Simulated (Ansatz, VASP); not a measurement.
# MgSiS3 in two plane-wave programs

One calculation is typed for both programs; each brings its own data sets. How far apart do they land? The cell is generated by rule, not measured, and may not be a known phase. The cell is taken from a series of runs on this material, whose earlier steps may have relaxed, scaled, displaced or heated it; both programs get it as it stands.

Method: plane waves, with VASP 6.6.1 beside it; zone-centre phonons at LDA, in Ansatz 0.2.0.

The structure was built from a prototype and need not be the compound's stable phase.

## Step 1: The structure

Symmetry: P4_2/mmc, No. 131, tetragonal system. The conventional cell has a = 4.369 Å, b = 4.369 Å, c = 9.311 Å, α = 90.00°, β = 90.00°, γ = 90.00°. Mg has 8 S at 2.77 to 3.09 Å nearest. Si has 6 S at 2.27 to 2.33 Å nearest. S has 2 Si at 2.33 Å and 4 Mg at 3.09 Å nearest. S has 2 Si at 2.27 Å and 2 Mg at 2.77 Å nearest. Farther neighbours and most contacts between anions are not listed.

As a file:

```cif
data_structure
_symmetry_space_group_name_H-M 'P4_2/mmc'
_symmetry_Int_Tables_number 131
_cell_length_a 4.3690
_cell_length_b 4.3690
_cell_length_c 9.3105
_cell_angle_alpha 90.000
_cell_angle_beta 90.000
_cell_angle_gamma 90.000
_cell_volume 177.72
loop_
_atom_site_label
_atom_site_type_symbol
_atom_site_symmetry_multiplicity
_atom_site_Wyckoff_symbol
_atom_site_fract_x
_atom_site_fract_y
_atom_site_fract_z
_atom_site_occupancy
Mg1 Mg 2 a 0.00000 0.00000 0.00000 1
Si1 Si 2 f 0.50000 0.50000 0.25000 1
S1 S 2 b 0.50000 0.50000 0.00000 1
S2 S 4 i 0.50000 0.00000 0.18218 1
```

## Step 2: Ansatz: zone-centre phonons, LDA

Ansatz runs on its PAW soft_1 files.

Second derivatives magnify differences that forces hide, and they need a tight electronic threshold.

input.yaml

```yaml
crystal:
  lattice:
    - [4.3690450658, 0.0, 0.0]
    - [0.0, 4.3690450658, 0.0]
    - [0.0, 0.0, 9.3105204827]
  atoms:
    - { symbol: Mg, position: [0.0, 0.0, 0.0] }
    - { symbol: Mg, position: [0.0, 0.0, 0.5] }
    - { symbol: Si, position: [0.5, 0.5, 0.25] }
    - { symbol: Si, position: [0.5, 0.5, 0.75] }
    - { symbol: S, position: [0.5, 0.5, 0.0] }
    - { symbol: S, position: [0.5, 0.5, 0.5] }
    - { symbol: S, position: [0.5, 0.0, 0.1821770726] }
    - { symbol: S, position: [0.5, 0.0, 0.8178229274] }
    - { symbol: S, position: [0.0, 0.5, 0.3178229274] }
    - { symbol: S, position: [0.0, 0.5, 0.6821770726] }
kpoints:
  mp_grid: { grid: [8, 8, 4] }
hamiltonian:
  xc: lda
  pseudopotentials: { kind: paw, azcp: { folder: soft_1 }, xc_functional: pbe }
scf:
  occupations: { method: methfessel_paxton, width: 0.2 }
output:
  eigenvalues: true
phonons:
  method: dfpt
```

The run is started by

```bash
ansatz run input.yaml --threads 4 --pin off --max-ram 16384MiB --backend cpu --events-out ev --progress --plain --runs-dir out
```

Numbers of over 12 decimals in the logs are rounded to 6 here.

Output:

```text
zone centre: on kpoints.mp_grid the ground state, and the responses unless they are solved on pairs of k-points, stand on 75 of the mesh's 256 k-points, reduced under 4 symmetry operations, with k and −k counted as one. Each operation leaves every solved displacement unchanged or reverses it
Engine: ansatz 0.2.0, aarch64-unknown-linux-gnu
Pseudopotentials: kind: paw
Pseudopotential: Mg, paw, valence charge 10, recommended cutoff 420 eV (normal), soft_1/Mg.paw.azcp
Pseudopotential: Si, paw, valence charge 4, recommended cutoff 420 eV (normal), soft_1/Si.paw.azcp
Pseudopotential: S, paw, valence charge 6, recommended cutoff 420 eV (normal), soft_1/S.paw.azcp
Functional definition: SPW92
  exchange = slater_x
  correlation = pw_c
Crystal: 10 atoms, lattice volume = 177.724 Å³
Basis set: ecut = 420 eV, 3503 PW (Γ), exchange–correlation on 60×60×128 points (8 copies of the dense FFT grid, shifted against one another)
Bands: 42, of which v1, the nominal top of the filled ones, is band 32 counted from 1 (31 counted from 0)
Symmetry: 16 space group operations
k-points: 75 of 256 (irreducible under 4 space group operations, time reversal used)
Non-local potential: Mg, projectors of the file, l = 0: 3, l = 1: 2, l = 2: 1
Non-local potential: Si, projectors of the file, l = 0: 2, l = 1: 2, l = 2: 1
Non-local potential: S, projectors of the file, l = 0: 2, l = 1: 2, l = 2: 1
PAW form: soft (Blöchl's): semilocal exchange-correlation on the pseudo side does not see the compensation charge
PAW frozen core: Mg, regenerated for the run's functional, and the local potential with it (the file was generated under x = pbe(κ = 0.804, μ = 0.219515), c = pbe(β = 0.066725))
PAW frozen core: Si, regenerated for the run's functional, and the local potential with it (the file was generated under x = pbe(κ = 0.804, μ = 0.219515), c = pbe(β = 0.066725))
PAW frozen core: S, regenerated for the run's functional, and the local potential with it (the file was generated under x = pbe(κ = 0.804, μ = 0.219515), c = pbe(β = 0.066725))
PAW one-centre angular grid: Mg, 110 points (default); XC on 64 Gauss nodes
PAW one-centre angular grid: Si, 110 points (default); XC on 64 Gauss nodes
PAW one-centre angular grid: S, 110 points (default); XC on 64 Gauss nodes
Initial density: superposition of atomic densities (chi_scale 0.1, normalization cell, long waves kept (reshape's long-wave potential 0.01 eV rms))
Initial wavefunctions: pseudopotential atomic-orbital guess
Functional: x = slater, c = lda
SCF iter   1: F=—  HF=-10242.563942 eV  |F-HF|=—  |Δ(HF+E_count)|=         —  Δρ=3.71e-2  dr2=1.84e0  ethr=3.10e-3  ⟨swp⟩=9.3  Hψ=17292  notcnv=0
preconditioner: auto → Kerker (q_TF=auto, 2.301 Å⁻¹)  [metal: Δε(μ)=0.014 eV  Ē_g=9.656 eV  σ=0.200 eV  W_gap=0.06  n_scr=38 (ndim 8)  ℏωp=19.3 eV  f_vac=0.000  D(μ)=2.78/eV (n_scr^D=16)]
SCF iter   2: F=—  HF=-10242.217012 eV  |F-HF|=—  |Δ(HF+E_count)|=   3.47e-1  S|Δr|=    0.00e0  Δρ=2.07e-2  dr2=6.06e-1  ethr=2.87e-3  ⟨swp⟩=2.0  Hψ=4128  notcnv=0  defer=107
SCF iter   3: F=—  HF=-10242.100421 eV  |F-HF|=—  |Δ(HF+E_count)|=   1.17e-1  S|Δr|=    0.00e0  Δρ=3.01e-3  dr2=2.50e-2  ethr=9.47e-4  ⟨swp⟩=2.7  Hψ=5156  notcnv=0  defer=107
SCF iter   4: F=—  HF=-10242.097495 eV  |F-HF|=—  |Δ(HF+E_count)|=   2.93e-3  S|Δr|=    0.00e0  Δρ=1.11e-3  dr2=4.18e-3  ethr=3.91e-5  ⟨swp⟩=2.3  Hψ=4868  notcnv=0  defer=107
SCF iter   5: F=—  HF=-10242.096822 eV  |F-HF|=—  |Δ(HF+E_count)|=   6.73e-4  S|Δr|=    0.00e0  Δρ=3.01e-4  dr2=2.70e-4  ethr=6.53e-6  ⟨swp⟩=2.8  Hψ=4650  notcnv=0  defer=107
SCF iter   6: F=—  HF=-10242.096774 eV  |F-HF|=—  |Δ(HF+E_count)|=   4.79e-5  S|Δr|=    0.00e0  Δρ=9.23e-5  dr2=2.75e-5  ethr=4.22e-7  ⟨swp⟩=2.6  Hψ=5357  notcnv=0  defer=107
SCF iter   7: F=—  HF=-10242.096774 eV  |F-HF|=—  |Δ(HF+E_count)|=   1.22e-7  S|Δr|=    0.00e0  Δρ=2.93e-5  dr2=3.06e-6  ethr=4.30e-8  ⟨swp⟩=2.7  Hψ=5111  notcnv=0  defer=107
SCF iter   8: F=—  HF=-10242.096773 eV  |F-HF|=—  |Δ(HF+E_count)|=   9.08e-7  S|Δr|=    0.00e0  Δρ=8.09e-6  dr2=2.49e-7  ethr=4.78e-9  ⟨swp⟩=2.4  Hψ=4244  notcnv=0  defer=259
SCF iter   9: F=—  HF=-10242.096773 eV  |F-HF|=—  |Δ(HF+E_count)|=   6.24e-8  S|Δr|=    0.00e0  Δρ=2.87e-6  dr2=3.72e-8  ethr=3.89e-10  ⟨swp⟩=2.6  Hψ=5287  notcnv=0  defer=259
SCF iter  10: F=—  HF=-10242.096773 eV  |F-HF|=—  |Δ(HF+E_count)|=   9.43e-9  S|Δr|=    0.00e0  Δρ=9.94e-7  dr2=2.32e-9  ethr=5.82e-11  ⟨swp⟩=2.5  Hψ=5220  notcnv=0  defer=259
SCF iter  11: F=—  HF=-10242.096773 eV  |F-HF|=—  |Δ(HF+E_count)|=  1.67e-10  S|Δr|=    0.00e0  Δρ=2.49e-7  dr2=1.02e-10  ethr=3.63e-12  ⟨swp⟩=2.0  Hψ=5292  notcnv=0  defer=259
SCF iter  12: F=-10242.096773 eV  HF=-10242.096773 eV  |F-HF|=1.82e-12  |Δ(HF+E_count)|=  1.09e-11  S|Δr|=    0.00e0  Δρ=6.72e-8  dr2=9.45e-12  ethr=1.00e-12  ⟨swp⟩=15.3  Hψ=19365  notcnv=0
SCF 1 converged in 12 iterations: F = -10242.096773 eV  dr2 = 9.45e-12
  greatest PAW one-centre occupation: 1.000 electrons in one spin orbital (limit 2), on the Mg atom at site 1 (counted from 0), in its partial waves of l = 0
DFPT response loops at Γ: preconditioner auto → Kerker (q_TF=auto, 2.301 Å⁻¹) (partly filled bands, converged f_vac=0.000); β = 1.00, the filter's whole step (`scf.mixing.beta` (0.50) is not read by the response loops under this deck's `scf.mixing.preconditioner`; to damp them name `kerker` or `kerker_dos`, under which they read `scf.mixing.beta`, and type it under 1.00, their step now; both keys bind the ground state too); Broyden in place of MSR1
SCF converged after 12 iterations
Stability not checked: this state was not tested for a lower state beside it, because cold or Methfessel-Paxton smearing, or corrected tetrahedra, fill the levels in a way that the test cannot read (fill_not_monotonic; see scf.lower_state_search)
Free energy (F): -10242.096773 eV
Harris-Foulkes:  -10242.096773 eV  (|F-HF|=1.82e-12)
Internal energy: -10242.087899 eV  (E = F + TS)
E sigma→0 (E₀):  -10242.094554 eV
Entropy (-TS):   -0.008874 eV (-0.887 meV/atom)
Fermi energy:    7.689660 eV
--- Per-component energies (eV) ---
  E_band       = -644.712763
  E_kinetic    = 873.332010
  E_local      = -4136.847278  (includes V_loc(G=0)·N_el)
  E_nonlocal   = 651.094552
  E_hartree    = 1398.804258
  E_xc         = -700.033036
  E_vxc        = -670.267972  (∫ρ·V_xc dr)
  E_paw        = -4993.126153  (= ΣΔE_a)
  E_vpaw       = -159.632432  (= ΣTr[D̂ρ^β])
  E_aug_tail   = -0.000209  (compensation charges beyond the density's cutoff)
  E_ewald      = -3336.700849
  E_core_change = 1.388806  (= ΣΔE_core)
  E_smearing   = -0.008874  (= −TS)
  E_closure    = -0.000000  (closes the sum)
  Σ components = -10242.096773   (vs F -10242.096773, Δ=0.00e0)
--- Band table (eV; the first three rows and the last of 75) ---
  k-point 0: bands = [... 28 lower, 6.1956, 6.3154, 6.3864, 6.7058, 6.7058, 8.3450, 8.7026, 9.3776, ... 6 higher]
  k-point 1: bands = [... 28 lower, 6.4265, 6.4265, 6.6305, 6.7260, 6.7260, 7.9322, 8.8568, 9.5737, ... 6 higher]
  k-point 2: bands = [... 28 lower, 6.5387, 6.5387, 6.7624, 6.7624, 7.1345, 7.1345, 9.5728, 9.5728, ... 6 higher]
  k-point 74: bands = [... 28 lower, 6.6435, 6.6435, 7.3236, 7.3236, 10.2101, 10.2101, 10.7392, 10.7392, ... 6 higher]
--- Phonons (Γ-DFPT): 11 representative perturbations + reference, on 75 of 256 k-points (Σ response iterations 33) ---
  k mesh reduced under 4 symmetry operations, with k and −k counted as one. Each operation leaves every solved displacement unchanged or reverses it
  ASR residual: 4.771e-5 → 0.000e0 eV/Å²; symmetrization residual: 1.074e-5 eV/Å²
  ASR residual per site (eV/Å²): 4.05e-5 4.05e-5 4.87e-6 4.87e-6 4.77e-5 4.77e-5 2.96e-5 2.96e-5 2.96e-5 2.96e-5
  Γ frequencies (cm⁻¹): -128.34 -128.34 -67.47 -67.47 0.00 0.00 0.00 96.41 96.41 100.36 103.91 103.91 124.76 188.51 188.51 191.08 191.08 191.74 192.79 196.61 196.61 233.64 236.13 272.66 307.22 341.07 393.04 393.04 418.53 418.53
  non-analytic LO–TO correction: not included (Born effective charges unavailable; polar crystals: no LO–TO splitting at Γ)
```

[end of part 1 of 3]

[Lines on the potential files, build, host, timing and source positions are cut from VASP's logs without a mark.]

[Logs are printed without paths, hosts, clocks, repeated set-up lines and the standing remarks that a program may print on its own settings, such as how far it seeks lower states.]

[Hosts, paths, dates, database ids (printed as entryN), source tags and the programs' standing remarks are cut or masked in the printed files.]
